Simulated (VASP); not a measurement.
An input for Quantum ESPRESSO's pw.x (written as the equivalent of a VASP run, and not itself run):

```
&CONTROL
  calculation = 'scf'
  pseudo_dir = './pseudo'
  outdir = './out'
  tprnfor = .true.
  tstress = .true.
/
&SYSTEM
  ibrav = 0
  nat = 2
  ntyp = 2
  ecutwfc = 88
  occupations = 'smearing'
  smearing = 'gaussian'
  degauss = 0.003675
  input_dft = 'pbe'
/
&ELECTRONS
  conv_thr = 7.3e-08
  electron_maxstep = 100
/
ATOMIC_SPECIES
  Na 22.990 Na.upf
  F 18.998 F.upf
CELL_PARAMETERS angstrom
     0.0000000    2.3431540    2.2996510
     2.3807460    0.0000000    2.2996510
     2.3807460    2.3431540    0.0000000
ATOMIC_POSITIONS crystal
  Na   0.0000000  0.0000000  0.0000000
  F    0.4860340  0.5139660  0.5139660
K_POINTS automatic
  9 9 9 0 0 0
```

Q: Write the VASP files for the same calculation (PBE).

A: This is not unique; one that fits is 
### INCAR
```
PREC=Accurate
ENCUT=520   # plane-wave cut-off (eV)
LCHARG=.FALSE.
NELM=100   # most electronic steps
GGA=PE
EDIFF=1E-6   # SCF stop (eV)
LASPH=.TRUE.   # aspherical one-centre terms
LREAL=.FALSE.   # projection in real space or not
ISIF=2   # forces and stress, cell fixed
ALGO=Normal
LWAVE=.FALSE.
SYSTEM=NaF
ISMEAR=0
SIGMA=0.05   # width (eV)
```

**KPOINTS**
```
Automatic mesh
0
Gamma
9 9 9
0 0 0
```

**POSCAR**
```
NaF
1
    0.0000000000     2.3431540000     2.2996510000
    2.3807460000     0.0000000000     2.2996510000
    2.3807460000     2.3431540000     0.0000000000
Na F
1 1
Direct
  0.0000000000   0.0000000000   0.0000000000
  0.4860340000   0.5139660000   0.5139660000
```

POTCAR, in this order: Na_pv F (PBE.64 set). Program: vasp_std.

What does not carry over: the potentials are each code's own (VASP's PAW set, PseudoDojo norm-conserving files in pw.x), so ENCUT and ecutwfc are chosen apart and not converted; conv_thr bounds pw.x's estimated SCF error, while EDIFF bounds the energy change between steps.

The compound is NaF in the rock salt structure. The cell was not relaxed at this level, atoms are displaced from their ideal sites.
